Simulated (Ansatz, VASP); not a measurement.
# Sr (Strontium) in two plane-wave programs

Aim: how closely do two programs agree when they are given the same cell, functional and k mesh? The cell is taken from a series of VASP runs on this material, whose earlier steps may have relaxed, scaled or displaced it; both programs get it as it stands.

Method: plane waves, with VASP 6.6.1 beside it; relaxation of cell and atoms at r2SCAN, in Ansatz 0.2.0.

## 1. Starting point

It takes space group Fm-3m (No. 225, cubic). The conventional cell has a = 6.085 Å, b = 6.085 Å, c = 6.085 Å, α = 90.00°, β = 90.00°, γ = 90.00°. Nearest to Sr lie 12 Sr at 4.30 Å.

Structure file:

```cif
data_structure
_symmetry_space_group_name_H-M 'Fm-3m'
_symmetry_Int_Tables_number 225
_cell_length_a 6.0847
_cell_length_b 6.0847
_cell_length_c 6.0847
_cell_angle_alpha 90.000
_cell_angle_beta 90.000
_cell_angle_gamma 90.000
_cell_volume 225.28
loop_
_atom_site_label
_atom_site_type_symbol
_atom_site_symmetry_multiplicity
_atom_site_Wyckoff_symbol
_atom_site_fract_x
_atom_site_fract_y
_atom_site_fract_z
_atom_site_occupancy
Sr1 Sr 4 a 0.00000 0.00000 0.00000 1
```

## 2. VASP: relaxation of cell and atoms, r2SCAN

The relaxed volume is the usual yardstick between codes: its relative difference is about their pressure difference at one cell divided by the bulk modulus.

Lines of VASP's logs that name or quote its potential files are left out, and so is its time.

Input file INCAR:

```
SYSTEM = Sr
PREC = Accurate
ENCUT = 520
EDIFF = 1E-07
NELM = 100
ISMEAR = 1
SIGMA = 0.15
LREAL = .FALSE.
ALGO = Normal
METAGGA = R2SCAN
LASPH = .TRUE.
NBANDS = 11
LORBIT = 11
LWAVE = .FALSE.
LCHARG = .FALSE.
KPAR = 4
IBRION = 2
NSW = 50
ISIF = 3
EDIFFG = -0.005
```

Input file POSCAR:

```
Sr
1.0
    0.0000000000      3.0423500000      3.0423500000
    3.0423500000      0.0000000000      3.0423500000
    3.0423500000      3.0423500000      0.0000000000
Sr
1
Direct
    0.0000000000      0.0000000000      0.0000000000
```

Input file KPOINTS:

```
Automatic mesh
0
Gamma
14 14 14
0 0 0
```

PAW data sets: Sr_sv (PBE family, release 64).

Started as:

```bash
> mpirun -np 4 vasp_std
```

Numbers of over 12 decimals in the logs are rounded to 6 here.

What it wrote:

```text
[banner, memory and clock lines left out]
running    4 mpi-ranks, on    1 nodes
 distrk:  each k-point on    1 cores,    4 groups
 distr:  one band on    1 cores,    1 groups

 POSCAR found type information on POSCAR Sr
 POSCAR found :  1 types and       1 ions
|                                                                             |
|               ----> ADVICE to this user running VASP <----                  |
|                                                                             |
|     You enforced a specific xc type in the INCAR file but a different       |
|     [... a line on the potential file left out ...]
|     I HOPE YOU KNOW WHAT YOU ARE DOING!                                     |
|                                                                             |

 LDA part: xc-table for (None), standard interpolation
 POSCAR, INCAR and KPOINTS ok, starting setup
 FFT: planning ... GRIDC
 FFT: planning ... GRID_SOFT
 FFT: planning ... GRID
 WAVECAR not read
 entering main loop
       N       E                     dE             d eps       ncg     rms          rms(c)
DAV:   1     0.221129992355E+02    0.22113E+02   -0.48470E+03  2288   0.804E+02
DAV:   2    -0.166647168139E+02   -0.38778E+02   -0.38066E+02  2680   0.160E+02
DAV:   3    -0.187143903922E+02   -0.20497E+01   -0.20086E+01  3652   0.261E+01
DAV:   4    -0.188107412849E+02   -0.96351E-01   -0.95967E-01  2979   0.514E+00
DAV:   5    -0.188131017178E+02   -0.23604E-02   -0.23600E-02  3241   0.620E-01    0.746E+00
DAV:   6    -0.150798889276E+02    0.37332E+01   -0.41795E+00  2870   0.765E+00    0.767E+00
DAV:   7    -0.150707839206E+02    0.91050E-02   -0.11644E-01  2744   0.241E+00    0.636E+00
DAV:   8    -0.150982599286E+02   -0.27476E-01   -0.50824E-02  2621   0.235E+00    0.165E+00
DAV:   9    -0.150994714039E+02   -0.12115E-02   -0.67792E-03  3017   0.847E-01    0.193E-01
DAV:  10    -0.150997528738E+02   -0.28147E-03   -0.46022E-04  3514   0.170E-01    0.435E-02
DAV:  11    -0.150997663836E+02   -0.13510E-04   -0.20893E-05  3023   0.393E-02    0.193E-02
DAV:  12    -0.150997664542E+02   -0.70578E-07   -0.51216E-06  3097   0.173E-02    0.928E-03
DAV:  13    -0.150997664310E+02    0.23212E-07   -0.79339E-07  3358   0.507E-03
   1 F= -.15099766E+02 E0= -.15099355E+02  d E =-.150998E+02
 curvature:   0.00 expect dE= 0.000E+00 dE for cont linesearch  0.000E+00
 trial: gam= 0.00000 g(F)=  0.581E-63 g(S)=  0.148E-03 ort = 0.000E+00 (trialstep = 0.100E+01)
 search vector abs. value=  0.148E-03
 bond charge predicted
       N       E                     dE             d eps       ncg     rms          rms(c)
DAV:   1    -0.151008514806E+02   -0.10850E-02   -0.31305E-02  2429   0.134E+00    0.200E-01
DAV:   2    -0.151002590392E+02    0.59244E-03   -0.33449E-03  3280   0.419E-01    0.125E-01
DAV:   3    -0.150998460678E+02    0.41297E-03   -0.13672E-03  3395   0.209E-01    0.510E-02
DAV:   4    -0.150998629827E+02   -0.16915E-04   -0.30154E-05  2733   0.375E-02    0.326E-02
DAV:   5    -0.150998781357E+02   -0.15153E-04   -0.93115E-05  3545   0.484E-02    0.653E-03
DAV:   6    -0.150998770263E+02    0.11094E-05   -0.97468E-07  2918   0.950E-03    0.392E-03
DAV:   7    -0.150998761663E+02    0.85995E-06   -0.77893E-07  3504   0.734E-03    0.373E-03
DAV:   8    -0.150998768135E+02   -0.64716E-06   -0.86064E-08  1721   0.283E-03    0.103E-03
DAV:   9    -0.150998770191E+02   -0.20566E-06   -0.17047E-08  1225   0.127E-03    0.330E-04
DAV:  10    -0.150998770591E+02   -0.39954E-07   -0.34195E-09  1216   0.513E-04
   2 F= -.15099877E+02 E0= -.15099463E+02  d E =-.110628E-03
 trial-energy change:   -0.000111  1 .order   -0.000108   -0.000148   -0.000067
 step:   1.6063(harm=  1.8264)  dis= 0.00000  next Energy=   -15.099898 (dE=-0.132E-03)
 bond charge predicted
       N       E                     dE             d eps       ncg     rms          rms(c)
DAV:   1    -0.151002588173E+02   -0.38180E-03   -0.11465E-02  2432   0.812E-01    0.121E-01
DAV:   2    -0.151000429878E+02    0.21583E-03   -0.12311E-03  3285   0.254E-01    0.755E-02
DAV:   3    -0.150998930190E+02    0.14997E-03   -0.50767E-04  3380   0.127E-01    0.310E-02
DAV:   4    -0.150998980617E+02   -0.50428E-05   -0.11065E-05  2755   0.226E-02    0.197E-02
DAV:   5    -0.150999012211E+02   -0.31594E-05   -0.33319E-05  3536   0.291E-02    0.383E-03
DAV:   6    -0.150999007470E+02    0.47407E-06   -0.36111E-07  2678   0.574E-03    0.232E-03
DAV:   7    -0.150999002238E+02    0.52327E-06   -0.27144E-07  2511   0.456E-03    0.234E-03
DAV:   8    -0.150999006108E+02   -0.38700E-06   -0.62781E-08  1270   0.239E-03    0.662E-04
DAV:   9    -0.150999007417E+02   -0.13092E-06   -0.16260E-08  1177   0.105E-03    0.233E-04
DAV:  10    -0.150999007625E+02   -0.20842E-07   -0.50609E-09  1180   0.507E-04
   3 F= -.15099901E+02 E0= -.15099485E+02  d E =-.134332E-03
 curvature:  -0.85 expect dE=-0.921E-06 dE for cont linesearch -0.921E-06
 trial: gam=-0.07827 g(F)=  0.168E-62 g(S)=  0.109E-05 ort = 0.127E-04 (trialstep = 0.112E+01)
 search vector abs. value=  0.805E-08
 reached required accuracy - stopping structural energy minimisation
```

From OUTCAR (step 2):

```text
ion  position               nearest neighbor table
   1  0.000  0.000  0.000-

  LATTYP: Found a face centered cubic cell.
 ALAT       =     6.0847000000

 Subroutine GETGRP returns: Found 48 space group operations
 (whereof 48 operations were pure point group operations)

The static configuration has the point symmetry O_h .

 Found    104 irreducible k-points:

   k-points           NKPTS =    104   k-points in BZ     NKDIM =    104   number of bands    NBANDS=     11

   dimension x,y,z NGX =    32 NGY =   32 NGZ =   32
   dimension x,y,z NGXF=    64 NGYF=   64 NGZF=   64

   ENCUT  =  520.0 eV  38.22 Ry    6.18 a.u.   8.00  8.00  8.00*2*pi/ulx,y,z

   NELECT =      10.0000    total number of electrons

 k-points in reciprocal lattice and weights: Automatic mesh
   0.00000000  0.00000000  0.00000000       0.000
   0.07142857  0.00000000  0.00000000       0.003
   0.14285714  0.00000000  0.00000000       0.003
   0.21428571  0.00000000  0.00000000       0.003
   0.28571429  0.00000000  0.00000000       0.003
   0.35714286  0.00000000  0.00000000       0.003
   0.42857143  0.00000000  0.00000000       0.003
   0.50000000  0.00000000  0.00000000       0.001
   0.07142857  0.07142857  0.00000000       0.002
[...]
-0.28571429  0.42857143  0.21428571       0.009
  -0.28571429  0.50000000  0.21428571       0.004

 average (electrostatic) potential at core
       1 -45.7264

 E-fermi :   1.4848

 k-point     1 :       0.0000    0.0000    0.0000
  band No.  band energies     occupation
      1     -36.5864      2.00000
      2     -17.8496      2.00000
      3     -17.8496      2.00000
      4     -17.8496      2.00000
      5      -2.2884      2.00000
      6       4.1657     -0.00000
      7       4.1657     -0.00000
      8       4.1657     -0.00000
      9       5.6632      0.00000
     10       5.6632      0.00000
    ...

 k-point     2 :       0.0714    0.0000    0.0000
  band No.  band energies     occupation
      1     -36.5858      2.00000
      2     -17.8589      2.00000
      3     -17.8508      2.00000
      4     -17.8508      2.00000
      5      -2.2041      2.00000
      6       4.0181     -0.00000
      7       4.2057     -0.00000
      8       4.2057     -0.00000
      9       5.6056      0.00000
     10       5.6056      0.00000
    ...

 k-point     3 :       0.1429    0.0000    0.0000
  band No.  band energies     occupation
      1     -36.5839      2.00000
      2     -17.8848      2.00000
      3     -17.8542      2.00000
      4     -17.8542      2.00000
      5      -1.9567      2.00000
      6       3.6496     -0.00000
      7       4.2951     -0.00000
      8       4.2951     -0.00000
      9       5.4983      0.00000
     10       5.4983      0.00000
    ...

  Total        0.0027383      0.0027383      0.0027383      0.0000000      0.0000000      0.0000000
  in kB        0.0773238      0.0773238      0.0773238      0.0000000      0.0000000      0.0000000
  external PRESSURE =       0.0773238 kB  Pullay stress =       0.0000000 kB

  energy-cutoff  :      520.00
  volume of cell :       56.74
      direct lattice vectors                 reciprocal lattice vectors
    -0.000000000  3.049892321  3.049892321    -0.163940214  0.163940214  0.163940214
     3.049892321  0.000000000  3.049892321     0.163940214 -0.163940214  0.163940214
     3.049892321  3.049892321 -0.000000000     0.163940214  0.163940214 -0.163940214

 POSITION                                       TOTAL-FORCE (eV/Angst)
 -----------------------------------------------------------------------------------
      0.00000      0.00000      0.00000         0.000000      0.000000      0.000000
 -----------------------------------------------------------------------------------
    total drift:                                0.000000      0.000000     -0.000000

  FREE ENERGIE OF THE ION-ELECTRON SYSTEM (eV)
  ---------------------------------------------------
  free  energy   TOTEN  =       -15.0999007625 eV

  energy  without entropy=      -15.0986528773  energy(sigma->0) =      -15.09948480

 reached required accuracy - stopping structural energy minimisation

 total charge
# of ion       s       p       d       tot
------------------------------------------
    1        2.053   5.815   0.114   7.982

[... 3 further parts left out ...]
```

CONTCAR:

```
Sr
   1.00000000000000
    -0.0000000000000000    3.0498923207089659    3.0498923207089659
     3.0498923207089659    0.0000000000000000    3.0498923207089659
     3.0498923207089659    3.0498923207089659   -0.0000000000000000
  Sr
     1
Direct
     0.0000000000000000    0.0000000000000000    0.0000000000000000
```

## 3. Ansatz: relaxation of cell and atoms, r2SCAN

Ansatz runs on its default PAW (the set named soft_2) files.

The same cell, functional, mesh and smearing now go to Ansatz, which takes its cutoff from its data sets.

Input file input.yaml:

```yaml
crystal:
  lattice:
    - [0.0, 3.04235, 3.04235]
    - [3.04235, 0.0, 3.04235]
    - [3.04235, 3.04235, 0.0]
  atoms:
    - { symbol: Sr, position: [0.0, 0.0, 0.0] }
hamiltonian:
  xc: r2scan
  pseudopotentials: { kind: paw }
kpoints:
  mp_grid: { grid: [14, 14, 14] }
scf:
  occupations: { method: methfessel_paxton, width: 0.15 }
relax:
  f_tol: 0.01
  max_steps: 60
  cell: { stress_tol: 0.05 }
output:
  forces: true
  stress: true
```

Started as:

```bash
> ansatz run input.yaml --threads 4 --pin off --max-ram 9216MiB --backend cpu --events-out ev --progress --plain --runs-dir out
```

What it wrote:

```text
Engine: ansatz 0.2.0, aarch64-unknown-linux-gnu
Pseudopotentials: kind: paw
Pseudopotential: Sr, paw, valence charge 10, recommended cutoff 500 eV (meta_gga), Sr.paw.azcp
Functional definition: r2SCAN
  parameter k0 = 0.174
  parameter k1 = 0.065
  parameter a1 = 4.9479
  exchange = r2scan_x(k0 = k0, k1 = k1, a1 = a1)
  correlation = r2scan_c
Crystal: 1 atoms, lattice volume = 56.319 Å³
Basis set: ecut = 500 eV, 1459 PW (Γ), exchange–correlation on 128×128×128 points (64 copies of the dense FFT grid, shifted against one another)
Bands: 9, of which v1, the nominal top of the filled ones, is band 5 counted from 1 (4 counted from 0)
Symmetry: 48 space group operations
Space group: Fm-3m (ITA 225), of the structure as read, at distance tolerance 3.8e-5 Å
k-points: 104 of 2744
Non-local potential: Sr, projectors of the file, l = 0: 3, l = 1: 2, l = 2: 2
PAW form: soft (Blöchl's): semilocal exchange-correlation on the pseudo side does not see the compensation charge
PAW frozen core: Sr, regenerated for the run's functional (the file was generated under x = pbe(κ = 0.804, μ = 0.219515), c = pbe(β = 0.066725))
PAW one-centre angular grid: Sr, 302 points (default); XC on 160 Gauss nodes
Initial density: superposition of atomic densities (neutral atoms: chi_scale 0, normalization atom), corrected by the library's trained network
Initial wavefunctions: pseudopotential atomic-orbital guess
Functional: x = r2scan, c = r2scan; τ floored in thin density (d = 2e-4 eV/Å³)
SCF iter   1: F=—  HF=-3555.092848 eV  |F-HF|=—  |Δ(HF+E_count)|=         —  Δρ=2.65e-3  dr2=6.13e-3  dr2_τ=2.06e-3  ethr=1.77e-3  ⟨swp⟩=6.2  Hψ=8336  notcnv=0
preconditioner: auto → none  [metal: Δε(μ)=0.018 eV  Ē_g=3.827 eV  σ=0.150 eV  W_gap=0.10  n_scr=8 (ndim 8)  ℏωp=7.0 eV  f_vac=0.000  D(μ)=1.39/eV (n_scr^D=14)  sad-step TF]
SCF iter   2: F=—  HF=-3555.113971 eV  |F-HF|=—  |Δ(HF+E_count)|=   2.11e-2  S|Δr|=    0.00e0  Δρ=1.99e-3  dr2=3.26e-3  dr2_τ=8.72e-5  ethr=6.13e-5  ⟨swp⟩=2.3  Hψ=2610  notcnv=0
SCF iter   3: F=—  HF=-3555.114481 eV  |F-HF|=—  |Δ(HF+E_count)|=   5.10e-4  S|Δr|=    0.00e0  Δρ=5.53e-4  dr2=4.48e-4  dr2_τ=4.34e-5  ethr=3.26e-5  ⟨swp⟩=2.0  Hψ=1237  notcnv=0
SCF iter   4: F=—  HF=-3555.114356 eV  |F-HF|=—  |Δ(HF+E_count)|=   1.25e-4  S|Δr|=    0.00e0  Δρ=4.04e-4  dr2=2.76e-5  dr2_τ=4.77e-6  ethr=4.48e-6  ⟨swp⟩=2.5  Hψ=1416  notcnv=0
SCF iter   5: F=—  HF=-3555.114382 eV  |F-HF|=—  |Δ(HF+E_count)|=   2.61e-5  S|Δr|=    0.00e0  Δρ=1.59e-4  dr2=4.67e-6  dr2_τ=3.65e-6  ethr=2.76e-7  ⟨swp⟩=2.3  Hψ=1348  notcnv=0
SCF iter   6: F=—  HF=-3555.114390 eV  |F-HF|=—  |Δ(HF+E_count)|=   7.95e-6  S|Δr|=    0.00e0  Δρ=4.75e-5  dr2=4.37e-7  dr2_τ=4.27e-8  ethr=4.67e-8  ⟨swp⟩=3.0  Hψ=1431  notcnv=0
SCF iter   7: F=-3555.114391 eV  HF=-3555.114391 eV  |F-HF|=3.76e-9  |Δ(HF+E_count)|=   3.79e-7  S|Δr|=    0.00e0  Δρ=5.55e-6  dr2=5.60e-9  dr2_τ=6.03e-10  ethr=1.00e-9  ⟨swp⟩=5.0  Hψ=3061  notcnv=0
SCF 1 converged in 7 iterations: F = -3555.114391 eV  dr2 = 5.60e-9
  greatest PAW one-centre occupation: 0.989 electrons in one spin orbital (limit 2), on the Sr atom at site 0 (counted from 0), in its partial waves of l = 0
relax step   1: F+E_penalty+E_count = -3555.11439053 eV  Δ(F+E_penalty+E_count) = +0.000e0 eV  max|allowed force component| = 0.000e0 eV/Å  Δτ_max = 0.0000 Å  P = +0.080 GPa  Ω = 56.319 Å³  (7 SCF iters, dr2 threshold 1.00e-7 eV, accepted)
[...]
relax step   2: F+E_penalty+E_count = -3555.11443330 eV  Δ(F+E_penalty+E_count) = -4.277e-5 eV  max|allowed force component| = 0.000e0 eV/Å  Δτ_max = 0.0000 Å  P = +0.054 GPa  Ω = 56.446 Å³  energy of the carried Pulay correction = -1.037e-5 eV  (4 SCF iters, dr2 threshold 1.61e-8 eV, accepted)
[...]
relax step   3: F+E_penalty+E_count = -3555.11445550 eV  Δ(F+E_penalty+E_count) = -2.220e-5 eV  max|allowed force component| = 0.000e0 eV/Å  Δτ_max = 0.0000 Å  P = +0.000 GPa  Ω = 56.705 Å³  energy of the carried Pulay correction = -3.140e-5 eV  (4 SCF iters, dr2 threshold 7.23e-9 eV, accepted)
[...]
relax step   4: F+E_penalty+E_count = -3555.11448722 eV  Δ(F+E_penalty+E_count) = -3.172e-5 eV  max|allowed force component| = 0.000e0 eV/Å  Δτ_max = 0.0000 Å  P = +0.000 GPa  Ω = 56.705 Å³  stress off target by 2.50e-4 GPa  SCF on the basis re-selected at this cell (its energy is not comparable with the rows above)  (4 SCF iters)
basis re-selected at this cell: Δ(F+E_penalty+E_count) = -3.172e-5 eV, ΔP = +0.000 GPa vs the last step (what re-selecting the basis moved, of the pressure what is left beyond the Pulay correction that the steps carried, after the strain that the cell walked since its last selection, with what the two solves' SCF thresholds leave and, on support functions, any second-order correction that the steps lacked; it is no measure of the basis error at this ecutwfc). This SCF's stress stands 2.50e-4 GPa from its target on what of the cell is left free (relax.cell.stress_tol is 5.00e-2 GPa) and its largest allowed force component is 0.00e0 eV/Å (relax.f_tol is 1.00e-2 eV/Å): [rest of the remark cut]
SCF converged after 4 iterations
Stability not checked: this state was not tested for a lower state beside it, because cold or Methfessel-Paxton smearing, or corrected tetrahedra, fill the levels in a way that the test cannot read (fill_not_monotonic; see scf.lower_state_search)
Free energy (F): -3555.114487 eV
Harris-Foulkes:  -3555.114487 eV  (|F-HF|=5.46e-12)
Internal energy: -3555.113243 eV  (E = F + TS)
E sigma→0 (E₀):  -3555.114176 eV
Entropy (-TS):   -0.001244 eV (-1.244 meV/atom)
Fermi energy:    4.861704 eV
--- Per-component energies (eV) ---
  E_band       = -145.818418
  E_kinetic    = 241.661222
  E_local      = -778.306158  (includes V_loc(G=0)·N_el)
  E_nonlocal   = 202.110794
  E_hartree    = 197.567903
  E_xc         = -161.001572
  E_vxc        = -174.050878  (∫ρ·V_xc dr)
  E_paw        = -2715.719468  (= ΣΔE_a)
  E_vpaw       = -41.694773  (= ΣTr[D̂ρ^β])
  E_aug_tail   = -0.000001  (compensation charges beyond the density's cutoff)
  E_vtau       = 9.325503  (kinetic-family band-sum trace: ∫τ·v_τ [+ j·A + Jᵃ·Aᵃ] dr)
  E_ewald      = -541.279928
  E_core_change = -0.146037  (= ΣΔE_core)
  E_smearing   = -0.001244  (= −TS)
  E_closure    = -0.000000  (closes the sum)
  Σ components = -3555.114487   (vs F -3555.114487, Δ=0.00e0)
--- Forces (eV/Å), atoms counted from 1 ---
  atom   1  Sr    -0.00000000     0.00000000     0.00000000
  max |Σ_I F_I| component: 6.16e-33 eV/Å
--- Stress (GPa, compression-positive) ---
        0.000250       0.000000       0.000000
        0.000000       0.000250       0.000000
        0.000000       0.000000       0.000250
  P = ⅓ Tr σ = 0.0003 GPa (0.003 kbar)
--- Relaxed structure (3 steps of the walk, 3 accepted, 1 SCFs on fresh bases) ---
  F+E_penalty+E_count = -3555.11448722 eV   max|allowed force component| = 0.000e0 eV/Å   (the final SCF, on the basis selected at the relaxed cell)
  cell:  # Å, volume = 56.7046 Å³
    - [0, 3.049272, 3.049272]
    - [3.049272, 0, 3.049272]
    - [3.049272, 3.049272, 0]
  atoms:
    - { symbol: Sr, position: [0.0, 0.0, 0.0] }
```

The job ended after 8.1 s (4 threads of Arm Neoverse V1, shared host; peak memory 0.56 GiB).

## 4. Comparison

Known differences besides the potentials themselves: VASP keeps PBE cores, Ansatz makes them for the functional; both relaxations stop at a tolerance, which leaves soft axes loose, and VASP keeps its plane-wave basis; the cutoff is 500 eV in Ansatz and 520 eV in VASP; Ansatz adds a Pulay correction to the stress that steers its cell, VASP none. Total energies have different zeros and are not compared.

The two programs side by side:

| quantity | Ansatz | VASP | difference |
| --- | --- | --- | --- |
| volume (Å³) | 56.70 | 56.74 | -0.06 % |
| edge a after relaxation, in the typed setting (Å) | 4.312 | 4.313 | -0.02 % |

The walks stopped with 0.00 GPa left in Ansatz and 0.01 GPa in VASP; each walk ends within a tolerance, so the volume difference is uncertain by about these residues over the bulk modulus, most in soft cells.

## 5. Results

| Property | Result |
| --- | --- |
| difference in volume (relaxation of cell and atoms, r2SCAN) | -0.061 % |

The difference in volume is -0.061 % (relaxation of cell and atoms, r2SCAN), within the 1.2 % picked in this series as the mark of a large difference, as far as the stopping tolerances let one tell. Such differences can come from data sets, numerical settings and the points named under the comparisons, not from the functional's error against experiment.

[Lines on the potential files, build, host, timing and source positions are cut from VASP's logs without a mark.]

[Logs are printed without paths, hosts, clocks, repeated set-up lines and the standing remarks that a program may print on its own settings, such as how far it seeks lower states.]

[Hosts, paths, dates, database ids (printed as entryN), source tags and the programs' standing remarks are cut or masked in the printed files.]
